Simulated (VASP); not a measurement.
# Relaxed cell volume of wurtzite ZnO against the diffraction cell, from LDA to r2SCAN, with and without dispersion terms

We have to choose the functional that sets the ZnO cell before strain, band offsets or polarisation are calculated for a device stack. An error in the relaxed volume enters those calculations as a false strain: 3 % in volume is about 1 % in each length if it is spread evenly. The memo compares the fully relaxed volume of wurtzite ZnO at several levels of theory with the diffraction cell of 11.90 Å³ per atom; a positive error means that the calculated cell is too large. The calculations are for a static lattice, whereas the measured cell includes zero-point and thermal expansion, typically 0.5 to 2 %. A functional that described the static crystal correctly should therefore give a small negative error, not zero.

## Calculations

The start is the cell of a diffraction database, 11.90 Å³ per atom, whose temperature is that of the entry, mostly ambient. VASP 6.6.1, plane waves with PAW, cutoff 560 eV; cell and atoms fully relaxed at zero pressure at each level, static lattice, no spin polarisation, no spin-orbit coupling. All ran on Intel(R) Xeon(R) Platinum 8488C (Sapphire Rapids), shared with other work, so times are rough. All levels use the PAW data sets made with PBE. Non-spherical gradient terms inside the PAW spheres (LASPH) are on in the rows so marked and off in the others; they change results slightly and raise the cost.

Notes on method and selection:

- The diffraction cell holds zero-point and thermal expansion, typically 0.5 to 2 % in volume at room temperature, which a static relaxation lacks.
- Crystals whose PBE volume lies more than 1.5 % under or 25 % over the diffraction cell, or whose cell differs by over 0.3 % from another measurement, were left out.
- Non-spherical gradient terms in the PAW spheres (LASPH) were on for rev-vdW-DF2, r2SCAN and r2SCAN + rVV10, and off for LDA, PBE and PBE with TS, D3(BJ) or D4; this difference bears on volumes and cost.
- Runs that did not converge, have known faults or may not be shown are not listed, and runs on Ansatz's PAW sets soft_1 and soft_2 are kept to separate tables.

Columns:

- volume error (%): relaxed volume relative to the diffraction cell.
- volume (Å³/atom): relaxed volume per atom.
- cost per step (core-s): processor time per ionic step of the relaxation.

## Data

```
member          volume error (%)  volume (Å³/atom)  cost per step (core-s)  remark
PBE + TS        2.35              12.180            19
PBE + D4        1.85              12.120            17
PBE             4.33              12.415            17
rev-vdW-DF2     2.01              12.139            100                     LASPH on
r2SCAN          ?                 ?                 81
LDA             −4.00             11.424            14
r2SCAN + rVV10  −1.04             11.776            170                     LASPH on
PBE + D3(BJ)    2.10              12.149            14
```

Cells marked ? are withheld until the estimate has been made.

## Interpretation

LDA and PBE bracket the diffraction cell, at −4.00 % and 4.33 %. This is the usual pattern: LDA binds too strongly, while the gradient correction in PBE favours the inhomogeneous density of separated atoms and so weakens and lengthens the bonds.

Each dispersion term added to PBE shrinks the cell. The shift is 2.35 − 4.33 = −1.98 points for TS, 2.10 − 4.33 = −2.23 for D3(BJ) and 1.85 − 4.33 = −2.48 for D4. The pair attraction acts like a small external pressure P, with ΔV/V ≈ −P/B for a bulk modulus B. In a dense, partly ionic oxide, some of this contraction probably offsets the too-weak bonding of PBE instead of describing true long-range dispersion. The three terms agree within 0.50 points in volume but not in shape: TS shortens mainly the a axis, whereas D3(BJ) and D4 shorten both axes by similar fractions. For polar or strained layers that difference can matter more than the spread in volume.

rev-vdW-DF2, at 2.01 %, falls among the corrected PBE results. Its exchange and its LASPH setting also differ from those of PBE, so its distance from PBE is not a pure dispersion effect.

Of the levels shown, r2SCAN + rVV10 lies nearest the diffraction cell, at −1.04 %, and PBE lies farthest. The expansion missing from the static lattice supports both verdicts, since −1.04 % is within the range expected of a correct static cell. It also narrows the gap between LDA and PBE + D4: the two would be equally far off for an expansion of (4.00 − 1.85) / 2 = 1.08 %, and LDA would be the closer for anything larger.

## Estimating the withheld member

Plain estimates from the members shown:

- r2SCAN, mean of the 7 members shown: 1.09 %, standard deviation 2.5

The mean of the seven members, 1.09 % with a standard deviation of 2.5, mixes LDA with PBE and says little about r2SCAN. The better start is r2SCAN + rVV10 at −1.04 %, which has the same semi-local part and the same LASPH setting. What remains is to undo the contraction caused by rVV10.

That contraction can be bounded. The added term is attractive, so plain r2SCAN should not lie below −1.04 %. r2SCAN already contains part of the medium-range attraction that PBE lacks, so its dispersion term should contract the cell by no more than the weakest correction on PBE, the 1.98 points of TS. This puts the upper end at −1.04 + 1.98 = 0.94 %.

With no reason in the table to prefer one part of this interval, we take its centre, −1.04 + 1.98 / 2 = −0.05 %, rounded to −0.1 %. An even distribution over a width of 1.98 has a standard deviation of 1.98 / √12 = 0.57, which we take as the error. The route cannot be tested independently on a shown member, because PBE, the only other functional here with dispersion partners, itself supplies the upper bound.

If the estimate holds, rVV10 changes the volume by about one point, less than half of what D3(BJ) or D4 does to PBE.

**Committed estimate, r2SCAN: volume error = −0.1 ± 0.6 %.**

## Outcome

```
member  volume error (%)  volume (Å³/atom)  cost per step (core-s)  remark
r2SCAN  −0.17             11.879            81                      LASPH on
```

```
member  estimate   volume error (%)  computed  estimate − computed  miss in error bars
r2SCAN  committed  −0.10             −0.17     +0.07                0.1
r2SCAN  mean       1.09              −0.17     +1.26
```

The computed value, −0.17 %, falls well inside the error bar of the estimate, −0.1 ± 0.6 %; the miss is 0.07 points. That r2SCAN comes so close to the diffraction cell is true of the volume only: its a axis is too short and its c axis too long, and the two errors partly cancel. The mean of the other seven members misses by 1.26 points.

Both bounds held. Adding rVV10 to r2SCAN changes the volume error by −1.04 − (−0.17) = −0.87 points, a contraction as assumed, and a smaller one than the 1.98 points of TS on PBE. The bounds only gave an interval, however. Its centre was taken for want of a reason to prefer another point, so the very small miss is partly coincidence and does not show that the route is accurate to 0.1 points.

The smaller contraction fits the view that r2SCAN already describes part of the medium-range attraction missing from PBE. It is not a clean measure of that part, because rVV10 is a different dispersion model from TS, D3(BJ) and D4, and its damping is adjusted to the functional that it accompanies.

## Exceptions

LDA and PBE lie farthest from the mean of all eight members, which is 0.93 %. LDA is 0.93 + 4.00 = 4.93 points below it and PBE 4.33 − 0.93 = 3.40 points above.

For LDA the likeliest reason is its general overbinding, which shortens the Zn–O bonds. The PAW data sets were made with PBE, which is not fully consistent with an LDA calculation, but this is expected to be a much smaller effect than the 4.00 % by which the cell is too small. Thermal and zero-point expansion accounts for at most about half of that deficit.

For PBE the reason is the opposite one, bonds that are too weak and too long. Here the missing expansion makes matters worse: adding 0.5 to 2 % to the static cell would move it still farther from the diffraction cell.

The remaining six members lie between −1.04 and 2.35 %, and none of them stands apart.

## Cost against accuracy

The atom-based terms TS, D3(BJ) and D4 add no cost per step that can be told from the scatter of a shared host: these runs take 14 to 19 core-seconds per step, against 17 for plain PBE. Each of them did need somewhat more steps than plain PBE to relax. They remove about half of the PBE volume error.

r2SCAN takes 81 / 17 = 4.8 times as long per ionic step as PBE, and brings the volume error down from 4.33 to −0.17 %. The ratio overstates the price of the functional, because the r2SCAN run needed more electronic iterations in each step. It also needed fewer steps, so for the whole relaxation the ratio is smaller still. LASPH, which is off for PBE, adds a share that these runs do not separate. Adding rVV10 roughly doubles the cost per step, to 170 core-seconds; that relaxation also took more steps than the one with plain r2SCAN, so its total cost rises by more than a factor of two. rev-vdW-DF2, at 100 core-seconds, gives practically the same volume as PBE + D3(BJ) at 14, so for the volume of ZnO alone the extra time buys nothing.

## Conclusions and limits

Judged by the volume of the ZnO cell, we would use r2SCAN, with or without rVV10. r2SCAN is nearest to the diffraction volume as measured, but the two are equally far from the static cell if the missing expansion is (0.17 + 1.04) / 2 = 0.61 %, and r2SCAN + rVV10 is the nearer for anything larger. An expansion of 0.5 to 2 % can therefore decide between these two. In volume, both stay ahead of the other levels over that range, but at its upper end r2SCAN is only just ahead of LDA: 2 − 0.17 = 1.83 points from the static cell against 4.00 − 2 = 2.00. For strain, the volume is not enough. We began by converting volume to length as if the error were spread evenly, and at none of these levels is it. r2SCAN makes a too short and c too long. With rVV10 nearly all of the error lies in a, which is then farther from the measured length than with any of the dispersion terms on PBE. An expansion of 0.5 to 2 %, spread evenly, would reverse that last order, but it cannot explain a c axis that is already too long. The two r2SCAN levels do come nearest to the measured ratio c/a. Before either cell serves as the reference for strain, a and c should each be compared with experiment.

Mixing levels within one device stack introduces a false strain. The PBE + D3(BJ) cell is 12.149 / 11.879 = 1.023 times the r2SCAN cell in volume, or about 0.8 % per length on average. The two axes do not share it equally: c differs by more than a, so the false strain has to be taken from the lengths themselves.

Among the three atom-based corrections to PBE, the mean of two predicts the volume error of the third to within 0.38 points. This does not extend to the separate axes, where TS departs from the other two. Nor should the volume shift of these corrections be carried over to r2SCAN, where rVV10 contracts the cell by less than half as much.

[Logs are printed without paths, hosts, clocks, repeated set-up lines and the standing remarks that a program may print on its own settings, such as how far it seeks lower states.]
